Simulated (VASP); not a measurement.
Level of theory: PW91 GGA, VASP's PBE PAW potentials (set 64) (plane waves; VASP).

VASP input:

### INCAR
```
SYSTEM  =  AgCl
PREC  =  Accurate; ENCUT  =  520; LREAL  =  F
LASPH  =  T
EDIFF  =  1E-6; NELM  =  100; ALGO  =  Normal
LMAXMIX  =  4
ISMEAR  =  0; SIGMA  =  0.05
GGA  =  91
IBRION  =  2; NSW  =  60; ISIF  =  3
EDIFFG  =  -0.01
LWAVE  =  F; LCHARG  =  F
```

File POSCAR:
```
AgCl
1
    0.0000000000     2.7750000000     2.7750000000
    2.7750000000     0.0000000000     2.7750000000
    2.7750000000     2.7750000000     0.0000000000
Ag Cl
1 1
Direct
  0.0000000000   0.0000000000   0.0000000000
  0.5000000000   0.5000000000   0.5000000000
```

**KPOINTS**
```
Automatic mesh
0
Gamma
8 8 8
0 0 0
```

POTCAR, in this order: Ag Cl (PBE.64 set). Program: vasp_std.

The resulting files:

### OSZICAR
```
       N       E                     dE             d eps       ncg     rms          rms(c)
DAV:   1     0.104098243860E+03    0.10410E+03   -0.89495E+03   778   0.126E+03
DAV:   2    -0.131279830872E+01   -0.10541E+03   -0.99343E+02   879   0.255E+02
DAV:   3    -0.562913792073E+01   -0.43163E+01   -0.43028E+01   874   0.558E+01
DAV:   4    -0.566428389401E+01   -0.35146E-01   -0.35142E-01   854   0.557E+00
DAV:   5    -0.566480082604E+01   -0.51693E-03   -0.51693E-03   864   0.686E-01    0.625E+00
DAV:   6    -0.546974594726E+01    0.19505E+00   -0.38752E-01   838   0.859E+00    0.409E+00
DAV:   7    -0.546677905675E+01    0.29669E-02   -0.10643E-01   759   0.261E+00    0.206E+00
DAV:   8    -0.546592513172E+01    0.85393E-03   -0.56613E-03   819   0.954E-01    0.306E-01
DAV:   9    -0.546594344751E+01   -0.18316E-04   -0.68525E-04   849   0.398E-01    0.413E-02
DAV:  10    -0.546600071268E+01   -0.57265E-04   -0.10280E-04   784   0.101E-01    0.260E-02
DAV:  11    -0.546600511097E+01   -0.43983E-05   -0.41738E-06   834   0.203E-02    0.399E-03
DAV:  12    -0.546600512772E+01   -0.16749E-07   -0.23885E-07   467   0.743E-03
   1 F= -.54660051E+01 E0= -.54660051E+01  d E =-.546601E+01
       N       E                     dE             d eps       ncg     rms          rms(c)
DAV:   1    -0.554817540853E+01   -0.82170E-01   -0.14811E+00   754   0.135E+01    0.193E+00
DAV:   2    -0.547479172873E+01    0.73384E-01   -0.19823E-01   754   0.564E+00    0.611E-01
DAV:   3    -0.546970202525E+01    0.50897E-02   -0.17609E-02   769   0.118E+00    0.444E-01
DAV:   4    -0.546934232127E+01    0.35970E-03   -0.66125E-04   809   0.297E-01    0.108E-01
DAV:   5    -0.546930632848E+01    0.35993E-04   -0.25720E-04   889   0.241E-01    0.208E-02
DAV:   6    -0.546929835787E+01    0.79706E-05   -0.41553E-05   754   0.863E-02    0.749E-03
DAV:   7    -0.546929878034E+01   -0.42246E-06   -0.15002E-06   522   0.186E-02
   2 F= -.54692988E+01 E0= -.54692988E+01  d E =-.329365E-02
       N       E                     dE             d eps       ncg     rms          rms(c)
DAV:   1    -0.547027979788E+01   -0.98144E-03   -0.17745E-02   754   0.148E+00    0.210E-01
DAV:   2    -0.546939495769E+01    0.88484E-03   -0.24931E-03   754   0.614E-01    0.641E-02
DAV:   3    -0.546933535953E+01    0.59598E-04   -0.19955E-04   769   0.121E-01    0.460E-02
DAV:   4    -0.546932790491E+01    0.74546E-05   -0.69789E-06   809   0.287E-02    0.125E-02
DAV:   5    -0.546932595596E+01    0.19489E-05   -0.19440E-06   543   0.217E-02    0.226E-03
DAV:   6    -0.546932586781E+01    0.88150E-07   -0.40799E-07   377   0.799E-03
   3 F= -.54693259E+01 E0= -.54693259E+01  d E =-.332074E-02
```

File OUTCAR:
```
------------------------ aborting loop because EDIFF is reached ----------------------------------------
  FORCE on cell =-STRESS in cart. coord.  units (eV):
  Direction    XX          YY          ZZ          XY          YZ          ZX
  --------------------------------------------------------------------------------------
  Total       -0.0017257     -0.0017257     -0.0017257      0.0000000      0.0000000      0.0000000
  in kB       -0.0632029     -0.0632029     -0.0632029      0.0000000      0.0000000      0.0000000
  external PRESSURE =      -0.0632029 kB  Pullay stress =       0.0000000 kB
  volume of cell :       43.75
      direct lattice vectors                 reciprocal lattice vectors
     0.000000000  2.796663570  2.796663570    -0.178784465  0.178784465  0.178784465
     2.796663570  0.000000000  2.796663570     0.178784465 -0.178784465  0.178784465
     2.796663570  2.796663570  0.000000000     0.178784465  0.178784465 -0.178784465
  FREE ENERGIE OF THE ION-ELECTRON SYSTEM (eV)
  ---------------------------------------------------
  free  energy   TOTEN  =        -5.4693258678 eV

  energy  without entropy=       -5.4693258678  energy(sigma->0) =       -5.46932587

 reached required accuracy - stopping structural energy minimisation
```
(Selected blocks of OUTCAR.)

### CONTCAR
```
AgCl
   1.00000000000000
     0.0000000000000000    2.7966635701750540    2.7966635701750540
     2.7966635701750540    0.0000000000000000    2.7966635701750540
     2.7966635701750540    2.7966635701750540    0.0000000000000000
  Ag              Cl
     1     1
Direct
     0.0000000000000000    0.0000000000000000    0.0000000000000000
     0.5000000000000000    0.5000000000000000    0.5000000000000000
```

Energy and stress use the plane-wave basis of the starting cell.

The compound is AgCl in the rock salt structure. This run relaxes it. Symmetry was kept, so distortions that lower it aren't found.
